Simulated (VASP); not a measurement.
The input files of a VASP run:

INCAR:
```
ALGO = Normal
EDIFF = 1E-6
EDIFFG = -0.02
ENCUT = 400
GGA = PS
IBRION = 2
ISIF = 3
ISMEAR = 1
LASPH = T
LCHARG = F
LMAXMIX = 4
LREAL = F
LWAVE = F
NELM = 100
NSW = 60
PREC = Accurate
SIGMA = 0.1
SYSTEM = BeTe
```

POSCAR:
```
BeTe
1
    3.7881361969     0.0000000000     0.0000000000
   -1.8940680985     3.2806219720    -0.0000000000
    0.0000000000     0.0000000000     6.0290132546
Be Te
2 2
Direct
  0.0000000000   0.0000000000   0.0000000000
  0.0000000000   0.0000000000   0.5000000000
  0.3333330000   0.6666670000   0.2500000000
  0.6666670000   0.3333330000   0.7500000000
```

**KPOINTS**
```
Automatic mesh
0
gamma
 8 8 5
```

POTCAR, in this order: Be Te (PBE.64 set). Program: vasp_std.

Translate this PBEsol calculation to Quantum ESPRESSO's pw.x.

One equivalent input (not run):
```
&CONTROL
  calculation = 'vc-relax'
  pseudo_dir = './pseudo'
  outdir = './out'
  tprnfor = .true.
  tstress = .true.
  nstep = 60
  forc_conv_thr = 0.00078
/
&SYSTEM
  ibrav = 0
  nat = 4
  ntyp = 2
  ecutwfc = 88
  occupations = 'smearing'
  smearing = 'methfessel-paxton'
  degauss = 0.00735
  input_dft = 'pbesol'
/
&ELECTRONS
  conv_thr = 7.3e-08
  electron_maxstep = 100
/
&IONS
/
&CELL
/
ATOMIC_SPECIES
  Be 9.012 Be.upf
  Te 127.600 Te.upf
CELL_PARAMETERS angstrom
     3.7881362    0.0000000    0.0000000
    -1.8940681    3.2806220   -0.0000000
     0.0000000    0.0000000    6.0290133
ATOMIC_POSITIONS crystal
  Be   0.0000000  0.0000000  0.0000000
  Be   0.0000000  0.0000000  0.5000000
  Te   0.3333330  0.6666670  0.2500000
  Te   0.6666670  0.3333330  0.7500000
K_POINTS automatic
  8 8 5 0 0 0
```
The two are equivalent in intent, not identical: the potentials are each code's own (VASP's PAW set, PseudoDojo norm-conserving files in pw.x), so ENCUT and ecutwfc are chosen apart and not converted; conv_thr bounds pw.x's estimated SCF error, while EDIFF bounds the energy change between steps; forc_conv_thr acts on force components and is met together with etot_conv_thr.

The structure was generated: BeTe was put into the NiAs type type (P6_3/mmc), which need not be its known phase. This run relaxes it. Symmetry was kept, so distortions that lower it aren't found. The start is the result of an earlier pass.
